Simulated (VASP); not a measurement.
The input files of a VASP run:

**KPOINTS**
```
Regular mesh
0
Gamma
  6 6 6
```

### INCAR
```
ALGO  =  Normal
EDIFF  =  1E-6
EDIFFG  =  -0.01
ENCUT  =  480
GGA  =  PE
IBRION  =  2
ISIF  =  3
ISMEAR  =  0
LASPH  =  .True.
LCHARG  =  .False.
LMAXMIX  =  4
LREAL  =  .False.
LWAVE  =  .False.
NELM  =  100
NSW  =  60
PREC  =  Accurate
SIGMA  =  0.05
SYSTEM  =  InSb
```

File POSCAR:
```
InSb
1
    0.0000000000     3.2400000000     3.2400000000
    3.2400000000     0.0000000000     3.2400000000
    3.2400000000     3.2400000000     0.0000000000
In Sb
1 1
Direct
  0.0000000000   0.0000000000   0.0000000000
  0.7500000000   0.7500000000   0.7500000000
```

POTCAR, in this order: In_d Sb (PBE.64 set). Program: vasp_std.

### Question
Translate this PBE calculation to Quantum ESPRESSO's pw.x.

### Answer
One equivalent input (not run):
```
&CONTROL
  calculation = 'vc-relax'
  pseudo_dir = './pseudo'
  outdir = './out'
  tprnfor = .true.
  tstress = .true.
  nstep = 60
  forc_conv_thr = 0.00039
/
&SYSTEM
  ibrav = 0
  nat = 2
  ntyp = 2
  ecutwfc = 80
  occupations = 'smearing'
  smearing = 'gaussian'
  degauss = 0.003675
  input_dft = 'pbe'
/
&ELECTRONS
  conv_thr = 7.3e-08
  electron_maxstep = 100
/
&IONS
/
&CELL
/
ATOMIC_SPECIES
  In 114.818 In.upf
  Sb 121.760 Sb.upf
CELL_PARAMETERS angstrom
     0.0000000    3.2400000    3.2400000
     3.2400000    0.0000000    3.2400000
     3.2400000    3.2400000    0.0000000
ATOMIC_POSITIONS crystal
  In   0.0000000  0.0000000  0.0000000
  Sb   0.7500000  0.7500000  0.7500000
K_POINTS automatic
  6 6 6 0 0 0
```
What does not carry over: the potentials are each code's own (VASP's PAW set, PseudoDojo norm-conserving files in pw.x), so ENCUT and ecutwfc are chosen apart and not converted; conv_thr bounds pw.x's estimated SCF error, while EDIFF bounds the energy change between steps; forc_conv_thr acts on force components and is met together with etot_conv_thr.

The compound is InSb in the zinc blende structure. This run relaxes it. Symmetry was kept, so distortions that lower it aren't found.
